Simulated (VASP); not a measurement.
VASP ran on this input.

**KPOINTS**
```
kpoints
0
Gamma
 9 9 9
```

### POSCAR
```
CuCl
1
    0.0000000000     2.4593480208     2.4593480208
    2.4593480208     0.0000000000     2.4593480208
    2.4593480208     2.4593480208     0.0000000000
Cu Cl
1 1
Direct
  0.0000000000   0.0000000000   0.0000000000
  0.2500000000   0.2500000000   0.2500000000
```

### INCAR
```
SYSTEM = CuCl
PREC = Accurate
ENCUT = 500
EDIFF = 1E-6
NELM = 100
ALGO = Normal
LREAL = .FALSE.
LASPH = .TRUE.
ISMEAR = 0
SIGMA = 0.05
LMAXMIX = 4
LWAVE = .FALSE.
LCHARG = .FALSE.
IBRION = 2
ISIF = 3
NSW = 40
EDIFFG = -0.02
PSTRESS = 300
```

POTCAR, in this order: Cu Cl (LDA.64 set). Program: vasp_std.

Problem. Translate this LDA calculation to Ansatz.

Solution. One equivalent input (not run):
Ansatz 0.2 input:
```yaml
crystal:
  lattice:
    - [0.0000000, 2.4593480, 2.4593480]
    - [2.4593480, 0.0000000, 2.4593480]
    - [2.4593480, 2.4593480, 0.0000000]
  atoms:
    - { symbol: Cu, position: [0.0000000, 0.0000000, 0.0000000] }
    - { symbol: Cl, position: [0.2500000, 0.2500000, 0.2500000] }
kpoints:
  mp_grid: { grid: [9, 9, 9] }
hamiltonian:
  xc: lda
  pseudopotentials: { kind: paw }
scf:
  occupations: { method: gaussian, width: 0.05 }
  max_iter: 100
relax:
  max_steps: 40
  f_tol: 0.02
  cell: { p_target: 30 }
output: { forces: true, stress: true, eigenvalues: true }
```
The two are equivalent in intent, not identical: each code has its own PAW files, so the cut-off isn't converted (ENCUT is set for VASP's; basis.ecutwfc is left out, and Ansatz then takes the one that its files recommend); Ansatz stops its SCF on the density residual and VASP on the energy change (EDIFF); Ansatz's lda is the Perdew-Wang form, while the LDA potentials of VASP carry Perdew-Zunger's.

The compound is CuCl in the zinc blende structure. This run relaxes it under an external pressure of 30 GPa. Symmetry was kept, so distortions that lower it aren't found.
